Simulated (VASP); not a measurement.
Calculation: r2SCAN meta-GGA, VASP's PBE PAW potentials (set 64) (plane waves; VASP).

VASP ran on this input.

File POSCAR:
```
Zr(001) slab
1
    3.2457320304     0.0000000000     0.0000000000
   -1.6228660152     2.8108863377     0.0000000000
    0.0000000000     0.0000000000    25.3393083319
Zr
4
Direct
  0.6666670000   0.3333330000   0.4467926555
  0.3333330000   0.6666670000   0.3519457369
  0.6666670000   0.3333330000   0.6480542631
  0.3333330000   0.6666670000   0.5532073445
```

**INCAR**
```
SYSTEM = Zr(001) slab
PREC = Normal; ENCUT = 400; LREAL = F
LASPH = T
EDIFF = 1E-6; NELM = 100; NELMIN = 4
ALGO = Normal; LMAXMIX = 4; LMIXTAU = T
ISMEAR = 1; SIGMA = 0.1
METAGGA = R2SCAN
LWAVE = F; LCHARG = F; LORBIT = 11
LVHAR = T
DIPOL = 0.5 0.5 0.5
LDIPOL = T; IDIPOL = 3
```

**KPOINTS**
```
K-points
0
G
 10 10 1
0 0 0
```

POTCAR, in this order: Zr_sv (PBE.64 set). Program: vasp_std. Read from the step before: WAVECAR.

Output of the run:

OUTCAR:
```
 ion  position               nearest neighbor table
   1  0.667  0.333  0.447-   2 3.05   2 3.05   2 3.05   4 3.28   4 3.28   4 3.28
   2  0.333  0.667  0.352-   1 3.05   1 3.05   1 3.05
   3  0.667  0.333  0.648-   4 3.05   4 3.05   4 3.05
   4  0.333  0.667  0.553-   3 3.05   3 3.05   3 3.05   1 3.28   1 3.28   1 3.28
  LATTYP: Found a hexagonal cell.
 ALAT       =     3.2457320304
 C/A-ratio  =     7.8069625263
 Subroutine PRICEL returns:
 Original cell was already a primitive cell.
 Subroutine GETGRP returns: Found 12 space group operations
The static configuration has the point symmetry D_3d.
The dynamic configuration has the point symmetry D_3d.
 Subroutine INISYM returns: Found 12 space group operations
 Subroutine IBZKPT returns following result:
 Found     14 irreducible k-points:

 Following reciprocal coordinates:
            Coordinates               Weight
  0.000000  0.000000  0.000000      1.000000
  0.100000  0.000000  0.000000      6.000000
  0.200000  0.000000  0.000000      6.000000
  0.300000  0.000000  0.000000      6.000000
  0.400000  0.000000  0.000000      6.000000
  0.500000  0.000000  0.000000      3.000000
...
```

File OSZICAR:
```
       N       E                     dE             d eps       ncg     rms          rms(c)
DAV:   1    -0.889838675594E+02   -0.88984E+02   -0.47547E-04  1028   0.112E-01    0.416E-02
DAV:   2    -0.889844191660E+02   -0.55161E-03   -0.72238E-03  1068   0.398E-01    0.153E-01
DAV:   3    -0.889837511312E+02    0.66803E-03   -0.41779E-03  1076   0.341E-01    0.839E-03
DAV:   4    -0.889837645244E+02   -0.13393E-04   -0.22938E-04  1068   0.513E-02    0.392E-03
DAV:   5    -0.889837752171E+02   -0.10693E-04   -0.18423E-05   808   0.158E-02    0.274E-03
DAV:   6    -0.889837698642E+02    0.53530E-05   -0.27981E-06   688   0.101E-02    0.184E-03
DAV:   7    -0.889837587077E+02    0.11156E-04   -0.17731E-06   644   0.142E-02    0.896E-04
DAV:   8    -0.889837574448E+02    0.12630E-05   -0.57104E-07   500   0.822E-03    0.323E-04
DAV:   9    -0.889837601887E+02   -0.27439E-05   -0.30430E-07   484   0.576E-03    0.196E-04
DAV:  10    -0.889837622245E+02   -0.20358E-05   -0.35978E-07   468   0.711E-03    0.199E-04
DAV:  11    -0.889837617429E+02    0.48156E-06   -0.42698E-07   460   0.830E-03
   1 F= -.88983762E+02 E0= -.88983663E+02  d E =-.294950E-03
```

**OUTCAR**
```
------------------------ aborting loop because EDIFF is reached ----------------------------------------
  FORCE on cell =-STRESS in cart. coord.  units (eV):
  Direction    XX          YY          ZZ          XY          YZ          ZX
  --------------------------------------------------------------------------------------
  Total       -0.9317672     -0.9317672     -0.1075778      0.0000000      0.0000000     -0.0000000
  in kB       -6.4575429     -6.4575426     -0.7455597      0.0000000      0.0000000     -0.0000000
  external PRESSURE =      -4.5535484 kB  Pullay stress =       0.0000000 kB
  volume of cell :      231.18
      direct lattice vectors                 reciprocal lattice vectors
     3.245732030  0.000000000  0.000000000     0.308096907  0.177879836  0.000000000
    -1.622866015  2.810886338  0.000000000     0.000000000  0.355759671  0.000000000
     0.000000000  0.000000000 25.339308332     0.000000000  0.000000000  0.039464376
 POSITION                                       TOTAL-FORCE (eV/Angst)
 -----------------------------------------------------------------------------------
      1.62287      0.93696     11.32142        -0.000000     -0.000000      0.000413
     -0.00000      1.87393      8.91806        -0.000000      0.000000     -0.004314
      1.62287      0.93696     16.42125        -0.000000     -0.000000      0.004314
     -0.00000      1.87393     14.01789         0.000000      0.000000     -0.000413
 -----------------------------------------------------------------------------------
    total drift:                                0.000000     -0.000000      0.000000
  FREE ENERGIE OF THE ION-ELECTRON SYSTEM (eV)
  ---------------------------------------------------
  free  energy   TOTEN  =       -88.9837617429 eV

  energy  without entropy=      -88.9834667928  energy(sigma->0) =      -88.98366343

 total charge

# of ion       s       p       d       tot
------------------------------------------
    1        2.228   5.972   1.582   9.782
    2        2.239   5.941   1.590   9.770
    3        2.239   5.941   1.590   9.770
    4        2.228   5.972   1.582   9.782
--------------------------------------------------
tot          8.935  23.826   6.343  39.104
```
(Selected blocks of OUTCAR.)

OUTCAR:
```
 val. band max:        1.2050156563   @ k =   0.3000   0.1000   0.0000

 cond. band min:       1.2366658896   @ k =   0.4000   0.2000   0.0000


 Fermi energy:         1.2109160009

 k-point     1 :       0.0000    0.0000    0.0000
  band No.  band energies     occupation
      1     -49.4916      2.00000
      2     -49.4896      2.00000
      3     -49.1601      2.00000
      4     -49.1050      2.00000
      5     -27.2088      2.00000
      6     -27.1022      2.00000
      7     -26.4925      2.00000
      8     -26.4230      2.00000
      9     -26.4229      2.00000
     10     -26.4212      2.00000
     11     -26.4212      2.00000
     12     -26.1874      2.00000
     13     -26.1281      2.00000
     14     -26.1281      2.00000
     15     -26.0803      2.00000
     16     -26.0803      2.00000
     17      -4.3424      2.00000
     18      -3.4466      2.00000
     19      -2.4448      2.00000
     20      -1.9789      2.00000
     21       0.8702      2.00002
     22       1.3007     -0.02204
     23       1.8535     -0.00000
     24       2.0318     -0.00000
     25       2.0319     -0.00000
     26       2.1172     -0.00000
     27       2.1173     -0.00000
     28       2.2670     -0.00000

 k-point     2 :       0.1000    0.0000    0.0000
  band No.  band energies     occupation
      1     -49.4822      2.00000
      2     -49.4805      2.00000
      3     -49.1518      2.00000
      4     -49.0990      2.00000
      5     -27.1853      2.00000
      6     -27.0905      2.00000
      7     -26.5620      2.00000
      8     -26.5039      2.00000
      9     -26.4409      2.00000
     10     -26.4386      2.00000
     11     -26.4281      2.00000
     12     -26.2028      2.00000
     13     -26.1695      2.00000
     14     -26.1439      2.00000
     15     -26.1368      2.00000
     16     -26.0915      2.00000
     17      -4.0607      2.00000
     18      -3.1720      2.00000
     19      -2.1729      2.00000
     20      -1.7129      2.00000
...
```

The cell is a thin slab with vacuum, built from Zr (hcp): (001) face.
